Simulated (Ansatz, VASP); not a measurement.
## Sn: VASP beside Ansatz

One calculation is typed for both programs; each brings its own data sets. How far apart do they land? The cell is taken from a series of runs on this material, whose earlier steps may have relaxed, scaled, displaced or heated it; both programs get it as it stands.

Program: Ansatz 0.2.0. Level of theory: plane waves, with VASP 6.6.1 beside it; zone-centre phonons at LDA. Results are calculated unless marked as measured.

### Step 1. The structure

The structure is tetragonal, space group I4_1/amd (No. 141). Conventional cell: a = 4.593 Å, b = 4.593 Å, c = 6.409 Å, α = 90.00°, β = 90.00°, γ = 90.00°. Nearest to Sn lie 4 Sn at 2.80 Å.

### Step 2. VASP: zone-centre phonons, LDA

Second derivatives magnify differences that forces hide, and they need a tight electronic threshold.

Lines of VASP's logs that name or quote its potential files are left out, and so is its time.

The input, INCAR:

```
SYSTEM = Sn
PREC = Accurate
ENCUT = 500
EDIFF = 1E-08
NELM = 120
ISMEAR = 1
SIGMA = 0.2
LREAL = .FALSE.
ALGO = Normal
GGA = CA
NBANDS = 20
LORBIT = 11
LWAVE = .FALSE.
LCHARG = .FALSE.
ISIF = 2
IBRION = 8
LASPH = .TRUE.
GGA_COMPAT = .FALSE.
KPAR = 2
```

The input, POSCAR:

```
Sn
1.0
    0.0000000000      3.2478722540      3.2043624847
    3.2478722540      0.0000000000      3.2043624847
    3.2478722540      3.2478722540      0.0000000000
Sn
2
Direct
    0.5000000000      0.5000000000      0.5000000000
    0.7500000000      0.7500000000      0.7500000000
```

The input, KPOINTS:

```
Automatic mesh
0
Gamma
12 12 12
0 0 0
```

Potentials, in the order of the species: Sn_d (LDA family, release 64).

The run is started by

```bash
mpirun -np 2 vasp_std
```

Numbers of over 12 decimals in the logs are rounded to 6 here.

The program printed:

```text
[banner, memory and clock lines left out]
running    2 mpi-ranks, on    1 nodes
 distrk:  each k-point on    1 cores,    2 groups
 distr:  one band on    1 cores,    1 groups

 POSCAR found type information on POSCAR Sn
 POSCAR found :  1 types and       2 ions
 LDA part: xc-table for (Slater(with rela. corr.)+CA(PZ))
 , standard interpolation
 POSCAR, INCAR and KPOINTS ok, starting setup
 FFT: planning ... GRIDC
 FFT: planning ... GRID_SOFT
 FFT: planning ... GRID
 WAVECAR not read
 entering main loop
       N       E                     dE             d eps       ncg     rms          rms(c)
DAV:   1     0.223468834636E+03    0.22347E+03   -0.14827E+04  6568   0.200E+03
DAV:   2     0.149624949172E+02   -0.20851E+03   -0.20465E+03  6548   0.443E+02
DAV:   3    -0.828882549665E+01   -0.23251E+02   -0.23116E+02  7452   0.144E+02
DAV:   4    -0.904492708203E+01   -0.75610E+00   -0.75567E+00  7408   0.294E+01
DAV:   5    -0.907112441716E+01   -0.26197E-01   -0.26197E-01  8940   0.536E+00    0.336E+00
DAV:   6    -0.898376350193E+01    0.87361E-01   -0.43597E-02  8348   0.229E+00    0.188E+00
DAV:   7    -0.894075562929E+01    0.43008E-01   -0.62623E-02  6828   0.226E+00    0.147E-01
DAV:   8    -0.894133995621E+01   -0.58433E-03   -0.54808E-03  7468   0.833E-01    0.541E-02
DAV:   9    -0.894142621032E+01   -0.86254E-04   -0.17740E-04  8604   0.999E-02    0.143E-02
DAV:  10    -0.894142620734E+01    0.29745E-08   -0.14638E-05  8732   0.451E-02    0.416E-03
DAV:  11    -0.894142659881E+01   -0.39147E-06   -0.11226E-06  7092   0.724E-03    0.159E-03
DAV:  12    -0.894142659857E+01    0.24238E-09   -0.51044E-08  6864   0.199E-03
   1 F= -.89414266E+01 E0= -.89412546E+01  d E =-.515886E-03
 Linear response reoptimize wavefunctions to high precision
DAV:   1    -0.894142659954E+01   -0.97134E-09   -0.55350E-09  6800   0.626E-04
DAV:   2    -0.894142659959E+01   -0.47294E-10   -0.36939E-10  4216   0.195E-04
 Linear response DOF=           2
 Linear response progress:
  Degree of freedom:   1/  2
       N       E                     dE             d eps       ncg     rms          rms(c)
RMM:   1    -0.216462098508E+00   -0.21646E+00    0.60130E-01 23897   0.103E+01
RMM:   2    -0.223345058848E+00   -0.68830E-02   -0.20355E-02 33356   0.119E+00    0.709E-02
RMM:   3    -0.223533318315E+00   -0.18826E-03   -0.16772E-03 35006   0.331E-01    0.329E-02
RMM:   4    -0.223456428417E+00    0.76890E-04   -0.11944E-04 35051   0.997E-02    0.110E-02
RMM:   5    -0.223455758576E+00    0.66984E-06   -0.18670E-05 35677   0.329E-02    0.380E-03
RMM:   6    -0.223457636285E+00   -0.18777E-05   -0.14044E-06 35191   0.979E-03    0.177E-03
RMM:   7    -0.223457466921E+00    0.16936E-06   -0.84912E-07 35151   0.355E-03    0.334E-04
RMM:   8    -0.223455312273E+00    0.21546E-05   -0.18034E-07 36100   0.132E-03    0.247E-04
RMM:   9    -0.223453854431E+00    0.14578E-05    0.14614E-08 35999   0.552E-04    0.405E-05
RMM:  10    -0.223454211053E+00   -0.35662E-06   -0.62751E-08 37383   0.259E-04    0.370E-05
RMM:  11    -0.223454083972E+00    0.12708E-06    0.61973E-08 36641   0.150E-04    0.865E-06
RMM:  12    -0.223454064898E+00    0.19074E-07    0.13160E-08 38923   0.101E-04    0.642E-06
RMM:  13    -0.223454043407E+00    0.21491E-07    0.40920E-08 37973   0.801E-05    0.199E-06
RMM:  14    -0.223454034040E+00    0.93670E-08    0.32900E-08 38333   0.699E-05    0.132E-06
 first order change of Fermi-energy   0.13288E-04
 force on displaced ion       1 direction 1 :  -7.588  -0.000  -0.000
 Linear response progress:
  Degree of freedom:   2/  2
       N       E                     dE             d eps       ncg     rms          rms(c)
RMM:   1    -0.216342625979E+00   -0.21634E+00    0.61606E-01 14046   0.103E+01
RMM:   2    -0.223193561669E+00   -0.68509E-02   -0.20296E-02 19610   0.119E+00    0.703E-02
RMM:   3    -0.223378639047E+00   -0.18508E-03   -0.16813E-03 20585   0.330E-01    0.326E-02
RMM:   4    -0.223298362385E+00    0.80277E-04   -0.11823E-04 20596   0.995E-02    0.110E-02
RMM:   5    -0.223296600132E+00    0.17623E-05   -0.15455E-05 21001   0.328E-02    0.383E-03
RMM:   6    -0.223298976370E+00   -0.23762E-05   -0.12264E-06 20685   0.970E-03    0.176E-03
RMM:   7    -0.223298875160E+00    0.10121E-06   -0.82457E-08 20653   0.352E-03    0.356E-04
RMM:   8    -0.223296667623E+00    0.22075E-05    0.12507E-07 21146   0.129E-03    0.243E-04
RMM:   9    -0.223295363422E+00    0.13042E-05    0.54047E-08 21095   0.532E-04    0.399E-05
RMM:  10    -0.223295690241E+00   -0.32682E-06    0.12046E-07 21844   0.247E-04    0.349E-05
RMM:  11    -0.223295586317E+00    0.10392E-06    0.99950E-08 21550   0.143E-04    0.783E-06
RMM:  12    -0.223295577146E+00    0.91709E-08    0.24827E-08 22774   0.961E-05    0.619E-06
 first order change of Fermi-energy   0.27357E-03
 force on displaced ion       1 direction 3 :  -0.000  -0.000  -7.505
 Linear response finished
```

From OUTCAR (step 2):

```text
ion  position               nearest neighbor table
   1  0.500  0.500  0.500-   2 2.80   2 2.80   2 2.80   2 2.80
   2  0.750  0.750  0.750-   1 2.80   1 2.80   1 2.80   1 2.80

  LATTYP: Found a body centered tetragonal cell.
 ALAT       =     4.5931849905
 C/A-ratio  =     1.3952682034

 Subroutine GETGRP returns: Found 16 space group operations
 (whereof  8 operations were pure point group operations)

The static configuration has the point symmetry D_2d.
 The point group associated with its full space group is D_4h.

 Found    163 irreducible k-points:

   k-points           NKPTS =    163   k-points in BZ     NKDIM =    163   number of bands    NBANDS=     20

   dimension x,y,z NGX =    36 NGY =   36 NGZ =   36
   dimension x,y,z NGXF=    72 NGYF=   72 NGZF=   72

   ENCUT  =  500.0 eV  36.75 Ry    6.06 a.u.   8.32  8.32  8.37*2*pi/ulx,y,z

   NELECT =      28.0000    total number of electrons

 k-points in reciprocal lattice and weights: Automatic mesh
   0.00000000  0.00000000  0.00000000       0.001
   0.08333333 -0.00000000  0.00000000       0.005
   0.16666667 -0.00000000  0.00000000       0.005
   0.25000000  0.00000000  0.00000000       0.005
   0.33333333 -0.00000000  0.00000000       0.005
   0.41666667  0.00000000  0.00000000       0.005
   0.50000000  0.00000000  0.00000000       0.002
   0.08333333  0.08333333  0.00000000       0.001
   0.16666667  0.08333333  0.00000000       0.005
[...]
-0.33333333  0.16666667  0.50000000       0.002
  -0.25000000  0.25000000  0.50000000       0.001

 average (electrostatic) potential at core
       1-101.2950       2-101.2950

  Total        0.0038507      0.0038507      0.1819687      0.0000000      0.0000000      0.0000000
  in kB        0.0912610      0.0912610      4.3125856      0.0000000      0.0000000      0.0000000
  external PRESSURE =       1.4983692 kB  Pullay stress =       0.0000000 kB

  energy-cutoff  :      500.00
  volume of cell :       67.60
      direct lattice vectors                 reciprocal lattice vectors
     0.000000000  3.247872254  3.204362485    -0.153946942  0.153946942  0.156037278
     3.247872254  0.000000000  3.204362485     0.153946942 -0.153946942  0.156037278
     3.247872254  3.247872254  0.000000000     0.153946942  0.153946942 -0.156037278

 POSITION                                       TOTAL-FORCE (eV/Angst)
 -----------------------------------------------------------------------------------
      3.24787      3.24787      3.20436         0.000000      0.000000      0.000000
      4.87181      4.87181      4.80654        -0.000000     -0.000000     -0.000000
 -----------------------------------------------------------------------------------
    total drift:                                0.000000      0.000000      0.000000

 Eigenvectors and eigenvalues of the dynamical matrix
 ----------------------------------------------------

   1 f  =    5.589697 THz    35.121100 2PiTHz  186.452210 cm-1    23.117117 meV
             X         Y         Z           dx          dy          dz
      3.247872  3.247872  3.204362    -0.000000   -0.707107   -0.000000
      4.871808  4.871808  4.806544     0.000000    0.707107    0.000000

   2 f  =    5.589697 THz    35.121100 2PiTHz  186.452210 cm-1    23.117117 meV
             X         Y         Z           dx          dy          dz
      3.247872  3.247872  3.204362    -0.707107    0.000000    0.000000
      4.871808  4.871808  4.806544     0.707107   -0.000000    0.000000

   3 f  =    5.559055 THz    34.928572 2PiTHz  185.430114 cm-1    22.990394 meV
             X         Y         Z           dx          dy          dz
      3.247872  3.247872  3.204362     0.000000    0.000000   -0.707107
      4.871808  4.871808  4.806544    -0.000000   -0.000000    0.707107

   4 f/i=    0.000000 THz     0.000000 2PiTHz    0.000002 cm-1     0.000000 meV
             X         Y         Z           dx          dy          dz
      3.247872  3.247872  3.204362     0.423265    0.236656   -0.514627
      4.871808  4.871808  4.806544     0.423265    0.236656   -0.514627

   5 f/i=    0.000000 THz     0.000000 2PiTHz    0.000002 cm-1     0.000000 meV
             X         Y         Z           dx          dy          dz
      3.247872  3.247872  3.204362     0.534863    0.044496    0.460371
      4.871808  4.871808  4.806544     0.534863    0.044496    0.460371

   6 f/i=    0.000000 THz     0.000001 2PiTHz    0.000003 cm-1     0.000000 meV
             X         Y         Z           dx          dy          dz
      3.247872  3.247872  3.204362    -0.186462    0.664841    0.152374
      4.871808  4.871808  4.806544    -0.186462    0.664841    0.152374

 ELASTIC MODULI CONTR FROM IONIC RELAXATION (kBar)
 Direction    XX          YY          ZZ          XY          YZ          ZX
 --------------------------------------------------------------------------------
 XX           0.0000      0.0000      0.0000      0.0000      0.0000      0.0000
 YY           0.0000      0.0000      0.0000      0.0000      0.0000      0.0000
 ZZ           0.0000      0.0000      0.0000      0.0000      0.0000      0.0000
 XY           0.0000      0.0000      0.0000   -234.4653      0.0000      0.0000
 YZ           0.0000      0.0000      0.0000      0.0000   -241.6255      0.0000
 ZX           0.0000      0.0000      0.0000      0.0000      0.0000   -209.7276
 --------------------------------------------------------------------------------
```

### Step 3. Ansatz: zone-centre phonons, LDA

Ansatz runs on its PAW soft_1 files.

The same cell, functional (in two slightly different forms), mesh and smearing now go to Ansatz, which takes its cutoff from its data sets.

The input, input.yaml:

```yaml
crystal:
  lattice:
    - [0.0, 3.247872254, 3.2043624847]
    - [3.247872254, 0.0, 3.2043624847]
    - [3.247872254, 3.247872254, 0.0]
  atoms:
    - { symbol: Sn, position: [0.5, 0.5, 0.5] }
    - { symbol: Sn, position: [0.75, 0.75, 0.75] }
kpoints:
  mp_grid: { grid: [12, 12, 12] }
hamiltonian:
  xc: lda
  pseudopotentials: { kind: paw, azcp: { folder: soft_1 }, xc_functional: pbe }
scf:
  occupations: { method: methfessel_paxton, width: 0.2 }
output:
  eigenvalues: true
phonons:
  method: dfpt
```

The run is started by

```bash
ansatz run input.yaml --threads 4 --pin off --max-ram 10240MiB --backend cpu --events-out ev --progress --plain --runs-dir out
```

The program printed:

```text
zone centre: on kpoints.mp_grid the ground state, and the responses unless they are solved on pairs of k-points, stand on 280 of the mesh's 1728 k-points, reduced under 4 symmetry operations, with k and −k counted as one. Each operation leaves every solved displacement unchanged or reverses it
Engine: ansatz 0.2.0, aarch64-unknown-linux-gnu
Pseudopotentials: kind: paw
Pseudopotential: Sn, paw, valence charge 14, recommended cutoff 420 eV (normal), soft_1/Sn.paw.azcp
Functional definition: SPW92
  exchange = slater_x
  correlation = pw_c
Crystal: 2 atoms, lattice volume = 67.604 Å³
Basis set: ecut = 420 eV, 1355 PW (Γ), exchange–correlation on 64×64×64 points (8 copies of the dense FFT grid, shifted against one another)
Bands: 18, of which v1, the nominal top of the filled ones, is band 14 counted from 1 (13 counted from 0)
Symmetry: 16 space group operations
k-points: 280 of 1728 (irreducible under 4 space group operations, time reversal used)
Non-local potential: Sn, projectors of the file, l = 0: 2, l = 1: 2, l = 2: 2, l = 3: 1
PAW form: soft (Blöchl's): semilocal exchange-correlation on the pseudo side does not see the compensation charge
PAW frozen core: Sn, regenerated for the run's functional, and the local potential with it (the file was generated under x = pbe(κ = 0.804, μ = 0.219515), c = pbe(β = 0.066725))
PAW one-centre angular grid: Sn, 590 points (default); XC on 64 Gauss nodes
Initial density: superposition of atomic densities (chi_scale 0.1, normalization cell)
Initial wavefunctions: pseudopotential atomic-orbital guess
Functional: x = slater, c = lda
SCF iter   1: F=—  HF=-11759.279263 eV  |F-HF|=—  |Δ(HF+E_count)|=         —  Δρ=2.28e-2  dr2=3.91e-1  ethr=3.10e-3  ⟨swp⟩=5.6  Hψ=26215  notcnv=0
preconditioner: auto → Kerker (q_TF=auto, 2.356 Å⁻¹)  [metal: Δε(μ)=0.026 eV  Ē_g=19.976 eV  σ=0.200 eV  W_gap=0.11  n_scr=14 (ndim 8)  ℏωp=23.9 eV  f_vac=0.003  D(μ)=0.16/eV (n_scr^D=0)]
SCF iter   2: F=—  HF=-11759.201685 eV  |F-HF|=—  |Δ(HF+E_count)|=   7.76e-2  S|Δr|=    0.00e0  Δρ=1.44e-2  dr2=1.84e-1  ethr=1.40e-3  ⟨swp⟩=1.0  Hψ=7283  notcnv=0
SCF iter   3: F=—  HF=-11759.150640 eV  |F-HF|=—  |Δ(HF+E_count)|=   5.10e-2  S|Δr|=    0.00e0  Δρ=3.16e-3  dr2=1.79e-2  ethr=6.56e-4  ⟨swp⟩=1.2  Hψ=5278  notcnv=0
SCF iter   4: F=—  HF=-11759.148130 eV  |F-HF|=—  |Δ(HF+E_count)|=   2.51e-3  S|Δr|=    0.00e0  Δρ=1.60e-3  dr2=3.03e-3  ethr=6.40e-5  ⟨swp⟩=2.0  Hψ=6105  notcnv=0
SCF iter   5: F=—  HF=-11759.148309 eV  |F-HF|=—  |Δ(HF+E_count)|=   1.79e-4  S|Δr|=    0.00e0  Δρ=2.83e-4  dr2=6.67e-5  ethr=1.08e-5  ⟨swp⟩=2.0  Hψ=6160  notcnv=0
SCF iter   6: F=—  HF=-11759.148325 eV  |F-HF|=—  |Δ(HF+E_count)|=   1.59e-5  S|Δr|=    0.00e0  Δρ=5.17e-5  dr2=1.41e-6  ethr=2.38e-7  ⟨swp⟩=2.0  Hψ=6163  notcnv=0
SCF iter   7: F=—  HF=-11759.148327 eV  |F-HF|=—  |Δ(HF+E_count)|=   1.60e-6  S|Δr|=    0.00e0  Δρ=8.29e-6  dr2=3.19e-8  ethr=5.04e-9  ⟨swp⟩=2.9  Hψ=8856  notcnv=0
SCF iter   8: F=—  HF=-11759.148327 eV  |F-HF|=—  |Δ(HF+E_count)|=   6.30e-8  S|Δr|=    0.00e0  Δρ=1.49e-6  dr2=2.02e-9  ethr=1.14e-10  ⟨swp⟩=3.0  Hψ=9057  notcnv=0
SCF iter   9: F=—  HF=-11759.148327 eV  |F-HF|=—  |Δ(HF+E_count)|=  9.86e-10  S|Δr|=    0.00e0  Δρ=3.01e-7  dr2=4.50e-11  ethr=7.20e-12  ⟨swp⟩=2.8  Hψ=9007  notcnv=0
SCF iter  10: F=-11759.148327 eV  HF=-11759.148327 eV  |F-HF|=3.64e-12  |Δ(HF+E_count)|=  5.28e-11  S|Δr|=    0.00e0  Δρ=5.62e-8  dr2=1.50e-12  ethr=1.00e-12  ⟨swp⟩=6.1  Hψ=20456  notcnv=0
SCF 1 converged in 10 iterations: F = -11759.148327 eV  dr2 = 1.50e-12
  greatest PAW one-centre occupation: 0.992 electrons in one spin orbital (limit 2), on the Sn atom at site 1 (counted from 0), in its partial waves of l = 2
DFPT response loops at Γ: preconditioner auto → Kerker (q_TF=auto, 2.356 Å⁻¹) (partly filled bands, converged f_vac=0.083); β = 1.00, the filter's whole step (`scf.mixing.beta` (0.50) is not read by the response loops under this deck's `scf.mixing.preconditioner`; to damp them name `kerker` or `kerker_dos`, under which they read `scf.mixing.beta`, and type it under 1.00, their step now; both keys bind the ground state too); Broyden in place of MSR1
SCF converged after 10 iterations
Stability not checked: this state was not tested for a lower state beside it, because cold or Methfessel-Paxton smearing, or corrected tetrahedra, fill the levels in a way that the test cannot read (fill_not_monotonic; see scf.lower_state_search)
Free energy (F): -11759.148327 eV
Harris-Foulkes:  -11759.148327 eV  (|F-HF|=3.64e-12)
Internal energy: -11759.147820 eV  (E = F + TS)
E sigma→0 (E₀):  -11759.148200 eV
Entropy (-TS):   -0.000507 eV (-0.254 meV/atom)
Fermi energy:    7.665894 eV
--- Per-component energies (eV) ---
  E_band       = -251.409644
  E_kinetic    = 339.377737
  E_local      = -2616.339548  (includes V_loc(G=0)·N_el)
  E_nonlocal   = 299.031424
  E_hartree    = 1270.542370
  E_xc         = -250.119830
  E_vxc        = -162.452752  (∫ρ·V_xc dr)
  E_paw        = -8451.373856  (= ΣΔE_a)
  E_vpaw       = -652.111826  (= ΣTr[D̂ρ^β])
  E_aug_tail   = 0.000544  (compensation charges beyond the density's cutoff)
  E_ewald      = -2351.116443
  E_core_change = 0.849782  (= ΣΔE_core)
  E_smearing   = -0.000507  (= −TS)
  E_closure    = 0.000000  (closes the sum)
  Σ components = -11759.148327   (vs F -11759.148327, Δ=0.00e0)
--- Band table (eV; the first three rows and the last of 280) ---
  k-point 0: bands = [... 10 lower, -3.0523, 6.9022, 7.7433, 7.7433, 7.8320, 9.8020, 9.8574, 9.8574]
  k-point 1: bands = [... 10 lower, -2.9844, 6.0534, 7.5986, 7.6584, 8.1553, 9.9956, 10.0387, 10.1338]
  k-point 2: bands = [... 10 lower, -2.7832, 4.7990, 7.2891, 7.3566, 8.1643, 10.3953, 10.4187, 11.0001]
  k-point 279: bands = [... 10 lower, 0.0996, 0.0996, 5.1432, 5.1432, 8.3792, 8.3792, 15.4086, 15.4086]
--- Phonons (Γ-DFPT): 2 representative perturbations + reference, on 280 of 1728 k-points (Σ response iterations 6) ---
  k mesh reduced under 4 symmetry operations, with k and −k counted as one. Each operation leaves every solved displacement unchanged or reverses it
  ASR residual: 1.537e-5 → 0.000e0 eV/Å²; symmetrization residual: 1.668e-12 eV/Å²
  ASR residual per site (eV/Å²): 1.54e-5 1.54e-5
  Γ frequencies (cm⁻¹): 0.00 0.00 0.00 184.32 185.02 185.02
  non-analytic LO–TO correction: not included (Born effective charges unavailable; polar crystals: no LO–TO splitting at Γ)
```

### Step 4. Differences

Known differences besides the potentials themselves: the two LDA forms differ slightly; the cutoff is 420 eV in Ansatz and 500 eV in VASP; VASP's log shows a relativistic correction to its local exchange, Ansatz's none. Total energies have different zeros and are not compared.

Compared:

```tsv
quantity	Ansatz	VASP	difference
optical mode 1 (cm⁻¹)	184.3	185.4	-0.60 %
optical mode 2 to 3 (cm⁻¹)	185.0	186.5	-0.77 %
```

Modes are paired by rising frequency, not by their patterns, so a pair may set unlike modes beside each other; they are those without the splitting of longitudinal modes.

### Step 5. Summary of results

* r.m.s. difference of the optical zone-centre modes, each program's sorted by frequency (zone-centre phonons, LDA): 1.3 cm⁻¹
* difference in optical mode 2 to 3 (zone-centre phonons, LDA): -0.8 %

**Reading.** The r.m.s. difference of the optical zone-centre modes, each program's sorted by frequency is 1.3 cm⁻¹ (zone-centre phonons, LDA). Among the rows given in per cent, the largest difference of the zone-centre phonons, LDA pair is in optical mode 2 to 3, -0.8 %. Such differences can come from data sets, numerical settings and the points named under the comparisons, not from the functional's error against experiment.

[Lines on the potential files, build, host, timing and source positions are cut from VASP's logs without a mark.]

[Logs are printed without paths, hosts, clocks, repeated set-up lines and the standing remarks that a program may print on its own settings, such as how far it seeks lower states.]

[Hosts, paths, dates, database ids (printed as entryN), source tags and the programs' standing remarks are cut or masked in the printed files.]
